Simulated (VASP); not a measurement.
Level of theory: PBEsol GGA, VASP's PBE PAW potentials (set 64) (plane waves; VASP).

VASP ran on this input.

### INCAR
```
SYSTEM = CsPbCl3
PREC = Accurate; ENCUT = 500; LREAL = .False.
LASPH = .True.
EDIFF = 1E-6; NELM = 100; ALGO = Normal
LMAXMIX = 4
ISMEAR = 0; SIGMA = 0.05
GGA = PS
IBRION = 2; NSW = 40; ISIF = 3
EDIFFG = -0.02
LWAVE = .False.; LCHARG = .False.
```

### KPOINTS
```
Automatic mesh
0
Gamma
4 4 4
0 0 0
```

File POSCAR:
```
CsPbCl3
1
    5.6204759821     0.0000000000     0.0000000000
    0.0000000000     5.6204759821     0.0000000000
    0.0000000000     0.0000000000     5.6204759821
Cs Pb Cl
1 1 3
Direct
  0.0000000000   0.0000000000   0.0000000000
  0.5000000000   0.5000000000   0.5000000000
  0.5000000000   0.0000000000   0.5000000000
  0.0000000000   0.5000000000   0.5000000000
  0.5000000000   0.5000000000   0.0000000000
```

POTCAR, in this order: Cs_sv Pb_d Cl (PBE.64 set). Program: vasp_std.

### Question
What will the output report for the number of irreducible k-points (NKPTS), largest plane-wave count, number of space-group operations, FFT grid (NGX, NGY, NGZ)?

### Answer

| Property | Result |
|---|---|
| number of irreducible k-points (NKPTS) | 10 |
| largest plane-wave count | 4632 |
| number of space-group operations | 48 |
| FFT grid (NGX, NGY, NGZ) | 42 × 42 × 42 |

The compound is CsPbCl3 in the cubic perovskite structure, the ideal cubic form; the compound distorts at low or room temperature. It was relaxed first.
